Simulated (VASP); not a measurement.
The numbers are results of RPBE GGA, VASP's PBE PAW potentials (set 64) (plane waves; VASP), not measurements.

The input files of a VASP run:

**POSCAR**
```
Y
1.0
  1.8250000000  -3.1609930000   0.0000000000
  1.8250000000   3.1609930000   0.0000000000
  0.0000000000   0.0000000000   5.7300000000
Y
2
Direct
  0.3333330000   0.6666670000   0.2500000000
  0.6666670000   0.3333330000   0.7500000000
```

**INCAR**
```
ALGO = Normal
EDIFF = 1E-6
EDIFFG = -0.01
ENCUT = 520
GGA = RP
IBRION = 2
ISIF = 3
ISMEAR = 1
LASPH = .TRUE.
LCHARG = .FALSE.
LMAXMIX = 4
LREAL = .FALSE.
LWAVE = .FALSE.
NELM = 100
NSW = 60
PREC = Accurate
SIGMA = 0.1
SYSTEM = Y
```

File KPOINTS:
```
Automatic mesh
0
G
10 10 6
0 0 0
```

POTCAR, in this order: Y_sv (PBE.64 set). Program: vasp_std.

Energy and stress use the plane-wave basis of the starting cell.

What does the run give for the energy per atom (σ→0), volume per atom, band gap (on the k-mesh)?

| Item | Value |
|---|---|
| energy per atom (σ→0) | -6.114 eV/atom |
| band gap (on the k-mesh) | none (metal, semimetal or under 0.01 eV) |
| volume per atom | 33.91 Å³/atom |

### OSZICAR
```
...
DAV:   1    -0.122264442527E+02   -0.35516E-03   -0.17752E-02  1680   0.107E+00    0.108E-01
DAV:   2    -0.122262225208E+02    0.22173E-03   -0.68880E-04  1975   0.186E-01    0.616E-02
DAV:   3    -0.122261117779E+02    0.11074E-03   -0.41094E-04  2232   0.144E-01    0.397E-02
DAV:   4    -0.122261186194E+02   -0.68415E-05   -0.31018E-05  2293   0.325E-02    0.242E-02
DAV:   5    -0.122261245021E+02   -0.58827E-05   -0.66047E-06  2108   0.169E-02    0.623E-03
DAV:   6    -0.122261256233E+02   -0.11212E-05   -0.44360E-07   847   0.653E-03    0.280E-03
DAV:   7    -0.122261256183E+02    0.50236E-08   -0.17477E-07   840   0.345E-03
   6 F= -.12226126E+02 E0= -.12227166E+02  d E =-.320841E-03
```

The compound is Y in the hcp structure. This run relaxes it. Symmetry was kept, so distortions that lower it aren't found.
